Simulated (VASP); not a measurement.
# ZnHClO: harmonic vibrations of a molecule

ZnHClO, molecule in box, 4 atoms in the cell. PBE, harmonic vibrations; PAW potentials O, Zn, Cl, H (PBE set).

## Input

INCAR.step1:
```
PREC = Accurate ; ENCUT = 400
EDIFF = 1E-8 ; ISMEAR = 0
SIGMA = 0.01 ; ISYM = 0
LREAL = False ; LASPH = True
NELM = 100 ; ALGO = Normal
LWAVE = False ; LCHARG = False
IBRION = 2 ; NSW = 150
ISIF = 2 ; EDIFFG = -0.005
POTIM = 0.5
```

INCAR.step2, as INCAR.step1 but for:
```
- IBRION = 2
- NSW = 150
- ISIF = 2
- EDIFFG = -0.005
- POTIM = 0.5
+ IBRION = 5
+ NFREE = 2
+ POTIM = 0.015
+ NSW = 1
```

KPOINTS:
```
k-points
0
Gamma
  1 1 1
```

POSCAR.step1:
```
ZnHClO
1.0
   13.0000000000      0.0000000000      0.0000000000
    0.0000000000     12.0000000000      0.0000000000
    0.0000000000      0.0000000000     12.0000000000
O Zn Cl H
1 1 1 1
Direct
    0.4332269200      0.5918291700      0.4350208300
    0.5222500000      0.5050875000      0.5046041700
    0.6342423100      0.4116708300      0.5864208300
    0.3677576900      0.5585708300      0.4192458300
```

Commands (each step's output is kept before the next begins):
```
cat potpaw_PBE.64/O/POTCAR potpaw_PBE.64/Zn/POTCAR potpaw_PBE.64/Cl/POTCAR potpaw_PBE.64/H/POTCAR > POTCAR
cp INCAR.step1 INCAR
cp POSCAR.step1 POSCAR
mpirun -np 4 vasp_gam > vasp.out
cp CONTCAR POSCAR
cp INCAR.step2 INCAR
mpirun -np 4 vasp_gam > vasp.out
```

## Result

- Vibrations (cm⁻¹; a negative value is imaginary): 3750, 809, 683, 408, 144, 136
- Zero-point energy (eV): 0.368
- Translations and rotations, which should read zero (cm⁻¹): -25, -12, -5, 3, 6, 30
- Vibrational entropy at 298 K (meV/K): 0.307
- Displaced cells: 24
- Ionic steps, all stages: 54
- Electronic steps, all stages: 904

VASP 6.6.1 took 1610 s on 4 cores (Intel Xeon Platinum 8488C (Sapphire Rapids)), a shared host.
